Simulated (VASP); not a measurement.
# XPS shifts in Ta7Mo3

Which atoms of Ta7Mo3 bind their core electrons more tightly, and does the hole change the order?

Calculated with VASP 6.6.1; PBE; plane waves and PAW (Mo_sv, Ta_pv), in the first sound run; inputs show where later runs differ.

Report form: the programs' logs are mostly left out.

### 1. Starting point

The cell holds 20 atoms: 6 Mo and 14 Ta. Its edges and angles: a = 6.620 Å, b = 5.733 Å, c = 23.362 Å, α = 90.0°, β = 90.0°, γ = 54.7°. It derives from Ta. Mo replaces host atoms (three quarters in the top layer, both faces). Regions: layer 1, 4 atoms (1 Ta and 3 Mo); layer 2, 4 atoms (4 Ta); layer 3, 4 atoms (4 Ta); other layers, 8 atoms (5 Ta and 3 Mo). Vacuum lies along c.

### 2. Relaxation

The free atoms are relaxed first inside the given cell, which is kept (ISIF = 0), since core levels depend on the positions.

INCAR reads:

```
SYSTEM = Ta7Mo3
PREC = Normal
ENCUT = 330
EDIFF = 1E-05
NELM = 100
ISMEAR = 0
SIGMA = 0.1
LREAL = Auto
ALGO = Fast
GGA = PE
NBANDS = 147
LASPH = .TRUE.
LWAVE = .FALSE.
LCHARG = .FALSE.
KPAR = 2
NCORE = 4
IBRION = 2
NSW = 50
ISIF = 0
EDIFFG = -0.05
```

POSCAR reads:

```
Ta7Mo3
1.0
    6.6200000000      0.0000000000      0.0000000000
    3.3100000000      4.6810468915      0.0000000000
    0.0000000000      0.0000000000     23.3620937829
Mo Ta
6 14
Selective dynamics
Direct
    0.0000000000      0.0000000000      0.7003693220  T T T
    0.5000000000      0.0000000000      0.7003693220  T T T
    0.0000000000      0.5000000000      0.7003693220  T T T
    0.0000000000      0.0000000000      0.2996306780  T T T
    0.5000000000      0.0000000000      0.2996306780  T T T
    0.0000000000      0.5000000000      0.2996306780  T T T
    0.5000000000      0.5000000000      0.7003693220  T T T
    0.7500000000      0.5000000000      0.6001846610  T T T
    0.2500000000      0.5000000000      0.6001846610  T T T
    0.7500000000      0.0000000000      0.6001846610  T T T
    0.2500000000      0.0000000000      0.6001846610  T T T
    0.0000000000      0.0000000000      0.5000000000  F F F
    0.5000000000      0.0000000000      0.5000000000  F F F
    0.0000000000      0.5000000000      0.5000000000  F F F
    0.5000000000      0.5000000000      0.5000000000  F F F
    0.7500000000      0.5000000000      0.3998153390  T T T
    0.2500000000      0.5000000000      0.3998153390  T T T
    0.7500000000      0.0000000000      0.3998153390  T T T
    0.2500000000      0.0000000000      0.3998153390  T T T
    0.5000000000      0.5000000000      0.2996306780  T T T
```

KPOINTS reads:

```
Automatic mesh
0
Gamma
4 4 1
0 0 0
```

Potentials, in the order of the species: Mo_sv and Ta_pv (PBE family, release 64).

Command:

```bash
$ mpirun -np 8 vasp_std
```

Wall time 4.8 min (8 MPI ranks of Intel Xeon 6975P-C (Granite Rapids), shared host); peak memory 1.8 GiB.

The run keeps the 8 symmetry operations of its start, so it cannot find a distortion of lower symmetry.

Step by step:

```
step  energy less that of the first step (eV)  largest force (eV/Å)
   1                                   0.0000                1.2297
   2                                  -0.5924                0.8478
   3                                  -0.8645                0.4834
   4                                  -0.8788                0.2563
   5                                  -0.8794                0.2761
   6                                  -0.9157                0.2183
   7                                  -0.9728                0.1981
   8                                  -0.9290                0.5165
   9                                  -0.9827                0.2632
  10                                  -1.0107                0.1626
  11                                  -1.0119                0.1465
  12                                  -1.0157                0.1209
  13                                  -1.0168                0.0550
  14                                  -1.0177                0.0128
```

The atoms that moved most (Å):

```
atom     dx     dy      dz  length
 Mo6  0.000  0.000   0.224   0.224
 Mo3  0.000  0.000  -0.224   0.224
 Mo4  0.000  0.000   0.214   0.214
 Mo5  0.000  0.000   0.214   0.214
 Mo1  0.000  0.000  -0.214   0.214
 Mo2  0.000  0.000  -0.214   0.214
Ta20  0.000  0.000   0.121   0.121
 Ta7  0.000  0.000  -0.121   0.121
```

The relaxed structure:

```xyz
20
Lattice="6.6200 0.0000 0.0000 3.3100 4.6810 0.0000 0.0000 0.0000 23.3621" Properties=species:S:1:pos:R:3
Mo    0.0000    0.0000   16.1481
Mo    3.3100    0.0000   16.1481
Mo    1.6550    2.3405   16.1381
Mo    0.0000    0.0000    7.2140
Mo    3.3100    0.0000    7.2140
Mo    1.6550    2.3405    7.2240
Ta    4.9650    2.3405   16.2412
Ta    6.6425    2.3405   14.0251
Ta    3.2875    2.3405   14.0251
Ta    4.9650    0.0213   14.0535
Ta    1.6550   -0.0213   14.0535
Ta    0.0000    0.0000   11.6810
Ta    3.3100    0.0000   11.6810
Ta    1.6550    2.3405   11.6810
Ta    4.9650    2.3405   11.6810
Ta    6.6425    2.3405    9.3370
Ta    3.2875    2.3405    9.3370
Ta    4.9650    0.0213    9.3086
Ta    1.6550   -0.0213    9.3086
Ta    4.9650    2.3405    7.1209
```

Numbers from this step:

```yaml
free_energy_toten: -222.1080 eV
energy_at_zero_smearing: -222.0602 eV
fermi_energy: 1.308 eV
```

The forces on the free atoms are under 0.05 eV/Å.

### 3. Initial state

The cell without a hole gives, with ICORELEVEL = 1, the Kohn-Sham core levels of the initial state.

INCAR reads:

```
SYSTEM = Ta7Mo3
PREC = Normal
ENCUT = 330
EDIFF = 1E-05
NELM = 120
ISMEAR = 0
SIGMA = 0.1
LREAL = Auto
ALGO = Fast
GGA = PE
NBANDS = 147
LASPH = .TRUE.
LORBIT = 11
LWAVE = .FALSE.
LCHARG = .FALSE.
KPAR = 2
NCORE = 4
ICORELEVEL = 1
ISIF = 0
LVHAR = .TRUE.
```

POSCAR reads:

```
Ta7Mo3
1.0
    6.6200000000      0.0000000000      0.0000000000
    3.3100000000      4.6810468915      0.0000000000
    0.0000000000      0.0000000000     23.3620937829
Mo Ta
6 14
Direct
    0.0000000000      0.0000000000      0.6912092599
    0.5000000000      0.0000000000      0.6912092599
    0.0000000000      0.5000000000      0.6907824721
    0.0000000000      0.0000000000      0.3087907401
    0.5000000000      0.0000000000      0.3087907401
    0.0000000000      0.5000000000      0.3092175279
    0.5000000000      0.5000000000      0.6951950746
    0.7534056543      0.5000000000      0.6003361628
    0.2465943457      0.5000000000      0.6003361628
    0.7477294635      0.0045410731      0.6015504414
    0.2522705365      0.9954589269      0.6015504414
    0.0000000000      0.0000000000      0.5000000000
    0.5000000000      0.0000000000      0.5000000000
    0.0000000000      0.5000000000      0.5000000000
    0.5000000000      0.5000000000      0.5000000000
    0.7534056543      0.5000000000      0.3996638372
    0.2465943457      0.5000000000      0.3996638372
    0.7477294635      0.0045410731      0.3984495586
    0.2522705365      0.9954589269      0.3984495586
    0.5000000000      0.5000000000      0.3048049254
```

KPOINTS is that of step 2.

Command:

```bash
$ mpirun -np 8 vasp_std
```

Run time: 56 s. Hardware: 8 MPI ranks; peak memory 1.8 GiB; 5.9 min of CPU time.

These are scalar-relativistic Kohn-Sham levels of the ground state, with no core hole, so they are not binding energies.

The two shallowest core shells; atoms whose shallowest level rounds to another's at 0.01 eV are left out. Core levels, by row:

```
atom  shell  level below the Fermi level (eV)
 Mo1     3p                             375.6
 Mo1     3d                             217.4
 Mo3     3p                             375.7
 Mo3     3d                             217.5
 Ta7     5s                             67.83
 Ta7     4f                             19.71
 Ta8     5s                             67.14
 Ta8     4f                              18.9
Ta10     5s                             67.16
Ta10     4f                             18.93
Ta12     5s                             67.18
Ta12     4f                             18.99
Ta14     5s                             67.04
Ta14     4f                             18.83
Ta15     5s                             67.14
Ta15     4f                             18.94
```

### 4. Core hole, atom Ta7, shell 4f

This step: final-state core hole with the electron kept at the Fermi level, PBE; plane waves and PAW (Ta_pv, Mo_sv, Ta_pv) (VASP 6.6.1).

System of this step: Ta7Mo3. The cell holds 20 atoms: 14 Ta and 6 Mo. Cell: a = 6.620 Å, b = 5.733 Å, c = 23.362 Å, α = 90.0°, β = 90.0°, γ = 54.7°. It derives from Ta. Mo replaces host atoms (three quarters in the top layer, both faces). Vacuum lies along c.

A core electron of Ta7 (4f) is moved to the Fermi level; this atom comes first in POSCAR as a species of its own.

Changes to INCAR since step 3:

```diff
@@ -12,3 +12,2 @@
 LASPH = .TRUE.
-LORBIT = 11
 LWAVE = .FALSE.
@@ -17,4 +16,7 @@
 NCORE = 4
-ICORELEVEL = 1
+ICORELEVEL = 2
+CLNT = 1
+CLN = 4
+CLL = 3
+CLZ = 1
 ISIF = 0
-LVHAR = .TRUE.
```

Changes to POSCAR since step 3:

```diff
@@ -5,5 +5,6 @@
     0.0000000000      0.0000000000     23.3620937829
-Mo Ta
-6 14
+Ta Mo Ta
+1 6 13
 Direct
+    0.5000000000      0.5000000000      0.6951950746
     0.0000000000      0.0000000000      0.6912092599
@@ -14,3 +15,2 @@
     0.0000000000      0.5000000000      0.3092175279
-    0.5000000000      0.5000000000      0.6951950746
     0.7534056543      0.5000000000      0.6003361628
```

KPOINTS is that of step 3.

Potentials, in the order of the species: Ta_pv, Mo_sv and Ta_pv (PBE family, release 64).

Command:

```bash
$ mpirun -np 8 vasp_std
```

Run time: 76 s. Hardware: 8 MPI ranks; peak memory 1.7 GiB; 8 min of CPU time.

This run has no spin polarisation.

Numbers from this step:

```yaml
free_energy_toten: -373.5863 eV
energy_at_zero_smearing: -373.5407 eV
fermi_energy: 1.294 eV
```

This is the reference for holes on Ta.

### 5. Core hole, atom Ta8, shell 4f

The same hole on the next atom.

INCAR is that of step 4.

Changes to POSCAR since step 4:

```diff
@@ -8,3 +8,3 @@
 Direct
-    0.5000000000      0.5000000000      0.6951950746
+    0.7534056543      0.5000000000      0.6003361628
     0.0000000000      0.0000000000      0.6912092599
@@ -15,3 +15,3 @@
     0.0000000000      0.5000000000      0.3092175279
-    0.7534056543      0.5000000000      0.6003361628
+    0.5000000000      0.5000000000      0.6951950746
     0.2465943457      0.5000000000      0.6003361628
```

KPOINTS is that of step 4.

Command:

```bash
$ mpirun -np 8 vasp_std
```

It took 59 s on 8 MPI ranks; peak memory 1.7 GiB; 6.2 min of CPU time.

Against the hole on Ta7 the energy differs by -0.57 eV.

### 6. Core hole, atom Mo3, shell 3d

This step: final-state core hole with the electron kept at the Fermi level, PBE; plane waves and PAW (Mo_sv, Mo_sv, Ta_pv) (VASP 6.6.1).

System of this step: Ta7Mo3. The cell holds 20 atoms: 6 Mo and 14 Ta. Its edges and angles: a = 6.620 Å, b = 5.733 Å, c = 23.362 Å, α = 90.0°, β = 90.0°, γ = 54.7°. It derives from Ta. Mo replaces host atoms (three quarters in the top layer, both faces). Vacuum lies along c.

A core electron of Mo3 (3d) is moved to the Fermi level; this atom comes first in POSCAR as a species of its own.

Changes to INCAR since step 5:

```diff
@@ -18,4 +18,4 @@
 CLNT = 1
-CLN = 4
-CLL = 3
+CLN = 3
+CLL = 2
 CLZ = 1
```

Changes to POSCAR since step 5:

```diff
@@ -5,9 +5,8 @@
     0.0000000000      0.0000000000     23.3620937829
-Ta Mo Ta
-1 6 13
+Mo Mo Ta
+1 5 14
 Direct
-    0.7534056543      0.5000000000      0.6003361628
+    0.0000000000      0.5000000000      0.6907824721
     0.0000000000      0.0000000000      0.6912092599
     0.5000000000      0.0000000000      0.6912092599
-    0.0000000000      0.5000000000      0.6907824721
     0.0000000000      0.0000000000      0.3087907401
@@ -16,2 +15,3 @@
     0.5000000000      0.5000000000      0.6951950746
+    0.7534056543      0.5000000000      0.6003361628
     0.2465943457      0.5000000000      0.6003361628
```

KPOINTS is that of step 5.

PAW data sets: Mo_sv, Mo_sv and Ta_pv (PBE family, release 64).

Command:

```bash
$ mpirun -np 8 vasp_std
```

The job ended after 66 s (8 MPI ranks; peak memory 1.8 GiB; 6.9 min of CPU time).

This is the reference for holes on Mo.

### 7. Core hole, atom Mo2, shell 3d

INCAR is that of step 6.

Changes to POSCAR since step 6:

```diff
@@ -8,5 +8,5 @@
 Direct
+    0.5000000000      0.0000000000      0.6912092599
+    0.0000000000      0.0000000000      0.6912092599
     0.0000000000      0.5000000000      0.6907824721
-    0.0000000000      0.0000000000      0.6912092599
-    0.5000000000      0.0000000000      0.6912092599
     0.0000000000      0.0000000000      0.3087907401
```

KPOINTS is that of step 6.

Command:

```bash
$ mpirun -np 8 vasp_std
```

The job ended after 79 s (8 MPI ranks; peak memory 1.9 GiB; 8.3 min of CPU time).

Against the hole on Mo3 the energy differs by -0.16 eV.

### 8. Summary

This step: core-level shifts, PBE; plane waves and PAW (VASP 6.6.1).

Derived from the runs above.

A positive shift is a higher binding energy. Cost is wall time times ranks on a shared host. Core-level shifts:

```
atom   region  shell  Kohn-Sham level below the Fermi level (eV)  initial-state shift (eV)  final-state shift (eV)  shifts are from  cost (core minutes)
 Ta7  layer 1     4f                                       19.71                         0                       0              Ta7                10.13
 Ta8  layer 2     4f                                        18.9                     -0.81                 -0.5689              Ta7                 7.87
 Mo3  layer 1     3d                                       217.5                         0                       0              Mo3                  8.8
 Mo2  layer 1     3d                                       217.4                   -0.1201                 -0.1567              Mo3                10.53
```

### 9. What came out

```yaml
ta8_4f_layer_2_from_ta7: initial state -0.81 eV, final state -0.57 eV
mo2_3d_layer_1_from_mo3: initial state -0.12 eV, final state -0.16 eV
```

**Reading.** Against Ta7, Ta8 is shifted by -0.81 eV in the initial state and by -0.57 eV with the hole; against Mo3, Mo2 is shifted by -0.12 eV in the initial state and by -0.16 eV with the hole (energies extrapolated to zero smearing). Only these atoms were given a hole, so other sites aren't ranked. The difference of the two pictures holds the screening of the hole, but also the cell's limits: holes repeat 5.7 Å apart, and the electron from the core stays in the cell. Cell size, mesh and smearing weren't varied between the hole runs, and no dipole correction was applied to the slab. The other core electrons are frozen, spin-orbit splitting and multiplets are absent, and only shifts between atoms of one element are meaningful. Not tabulated here, as repeats of values shown or as unfit to read for their mesh, reference level or band range: core levels (core hole).

[Lines on the potential files, build, host, timing and source positions are cut from VASP's logs without a mark.]

[Logs are printed without paths, hosts, clocks, repeated set-up lines and the standing remarks that a program may print on its own settings, such as how far it seeks lower states.]

[Hosts, paths, dates, database ids (printed as entryN), source tags and the programs' standing remarks are cut or masked in the printed files.]
